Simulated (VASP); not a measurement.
Method: revPBE GGA, VASP's PBE PAW potentials (set 64) (plane waves; VASP).

A VASP calculation is set up with these files.

File POSCAR:
```
SnO2
1.0
  4.8631068763   0.0000000000   0.0000000000
  0.0000000000   4.8631068763   0.0000000000
  0.0000000000   0.0000000000   3.2551873395
Sn O
2 4
Cart
  0.0000000000   4.8631068763   0.0000000000
  2.4315534381   2.4315534381   1.6275936697
  1.4919053237   1.4919053237   3.2551873395
  3.9234587619   0.9396481144   1.6275936697
  0.9396481144   3.9234587619   1.6275936697
  3.3712015526   3.3712015526   0.0000000000
```

**INCAR**
```
SYSTEM = SnO2
PREC = Accurate
ENCUT = 520
EDIFF = 1E-7
NELM = 100
ALGO = Normal
LREAL = .FALSE.
LASPH = .TRUE.
ISMEAR = 0
SIGMA = 0.05
GGA = RE
LMAXMIX = 4
LWAVE = .FALSE.
LCHARG = .FALSE.
LORBIT = 11
ICHARG = 11
```

File KPOINTS:
```
k-points along high-symmetry lines
10
Line-mode
Reciprocal
  0.000000   0.000000   0.000000 ! GAMMA
  0.000000   0.500000   0.000000 ! X

  0.000000   0.500000   0.000000 ! X
  0.500000   0.500000   0.000000 ! M

  0.500000   0.500000   0.000000 ! M
  0.000000   0.000000   0.000000 ! GAMMA

  0.000000   0.000000   0.000000 ! GAMMA
  0.000000   0.000000   0.500000 ! Z

  0.000000   0.000000   0.500000 ! Z
  0.000000   0.500000   0.500000 ! R

  0.000000   0.500000   0.500000 ! R
  0.500000   0.500000   0.500000 ! A

  0.500000   0.500000   0.500000 ! A
  0.000000   0.000000   0.500000 ! Z

  0.000000   0.500000   0.000000 ! X
  0.000000   0.500000   0.500000 ! R

  0.500000   0.500000   0.000000 ! M
  0.500000   0.500000   0.500000 ! A
```

POTCAR, in this order: Sn_d O (PBE.64 set). Program: vasp_std. Read from the step before: CHGCAR.

Output of the run:

OSZICAR:
```
       N       E                     dE             d eps       ncg     rms          rms(c)
DAV:   1     0.641096014368E+03    0.64110E+03   -0.26476E+04  6022   0.261E+03
DAV:   2     0.624828220727E+02   -0.57861E+03   -0.55872E+03  6152   0.696E+02
DAV:   3    -0.303465247116E+02   -0.92829E+02   -0.91165E+02  6679   0.222E+02
DAV:   4    -0.347383128655E+02   -0.43918E+01   -0.43759E+01  6435   0.545E+01
DAV:   5    -0.348815213015E+02   -0.14321E+00   -0.14317E+00  7768   0.960E+00
DAV:   6    -0.348856771765E+02   -0.41559E-02   -0.41558E-02  7250   0.137E+00
DAV:   7    -0.348858458338E+02   -0.16866E-03   -0.16866E-03  8239   0.232E-01
DAV:   8    -0.348858470318E+02   -0.11980E-05   -0.11980E-05  7278   0.221E-02
DAV:   9    -0.348858470568E+02   -0.24946E-07   -0.24857E-07  5745   0.332E-03
   1 F= -.34885847E+02 E0= -.34885847E+02  d E =-.139659E-12
```

OUTCAR:
```
 val. band max:        5.4162349574   @ k =   0.0000   0.0000   0.0000

 cond. band min:       5.9503408152   @ k =   0.0000   0.0000   0.0000



 k-point     1 :       0.0000    0.0000    0.0000
  band No.  band energies     occupation
      1     -15.6427      2.00000
      2     -15.0235      2.00000
      3     -14.8554      2.00000
      4     -14.8231      2.00000
      5     -14.8231      2.00000
      6     -14.7670      2.00000
      7     -14.7470      2.00000
      8     -14.6858      2.00000
      9     -14.6382      2.00000
     10     -14.6382      2.00000
     11     -13.1746      2.00000
     12     -11.5389      2.00000
     13     -11.5389      2.00000
     14     -10.1324      2.00000
     15      -2.4472      2.00000
     16       1.6057      2.00000
     17       1.6057      2.00000
     18       1.7295      2.00000
     19       2.6262      2.00000
     20       3.4133      2.00000
     21       3.4692      2.00000
     22       4.1665      2.00000
     23       4.1665      2.00000
     24       4.6955      2.00000
     25       4.6955      2.00000
     26       5.4162      2.00000
     27       5.9503      0.00000
     28      11.0099      0.00000
     29      11.4825      0.00000
     30      11.4825      0.00000
     31      15.4736      0.00000

 k-point     2 :       0.0000    0.0556    0.0000
  band No.  band energies     occupation
      1     -15.6388      2.00000
      2     -15.0276      2.00000
      3     -14.8553      2.00000
      4     -14.8230      2.00000
      5     -14.8229      2.00000
      6     -14.7705      2.00000
      7     -14.7464      2.00000
      8     -14.6862      2.00000
      9     -14.6384      2.00000
     10     -14.6384      2.00000
     11     -13.1656      2.00000
     12     -11.5574      2.00000
     13     -11.5246      2.00000
     14     -10.1376      2.00000
     15      -2.4271      2.00000
     16       1.5374      2.00000
     17       1.6192      2.00000
     18       1.7401      2.00000
...
```

The density is held fixed in this step, so its total energy and stress have no physical meaning. Unless said otherwise, spin-orbit coupling is left out, though it shifts the bands of the heavy elements here.

The compound is SnO2 in the rutile structure. It was relaxed first, which changed the volume by +7 %.
